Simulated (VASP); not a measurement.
```xyz
2
Lattice="0.0000 1.7740 1.7740 1.7740 0.0000 1.7740 1.7740 1.7740 0.0000" Properties=species:S:1:pos:R:3 pbc="T T T"
C      0.0000     0.0000     0.0000
C      0.8870     0.8870     0.8870
```

Computed with r2SCAN meta-GGA, VASP's PBE PAW potentials (set 64) (plane waves; VASP). Settings: 620 eV cut-off, 13×13×13 Γ-centred mesh, Gaussian smearing of 0.050 eV, potentials C.

Q: The ions, cell shape and volume at an external pressure of 10.0 GPa are relaxed. Predict the relaxed structure.

A: 
```xyz
2
Lattice="0.0000 1.7678 1.7678 1.7678 0.0000 1.7678 1.7678 1.7678 0.0000" Properties=species:S:1:pos:R:3 pbc="T T T"
C      0.0000     0.0000     0.0000
C      0.8839     0.8839     0.8839
```
Space group Fd-3m (227), at a tolerance of 0.03 Å.

Q: How do energy and volume change from the first to the last step?

A: The energy (σ→0) changes by +2.7 meV/atom and the volume by -1.0 %, in 3 ionic steps.

```
step  E(σ→0) (eV)  max force (eV/Å)  pressure (GPa)  volume (Å³)
----  -----------  ----------------  --------------  -----------
1        -19.6634             0.000            5.21        11.17
2        -19.6452             0.000           16.92        10.90
3        -19.6580             0.000            9.94        11.05
```

The compound is C in the diamond structure. This run relaxes it under an external pressure of 10 GPa. Symmetry was kept, so distortions that lower it aren't found.
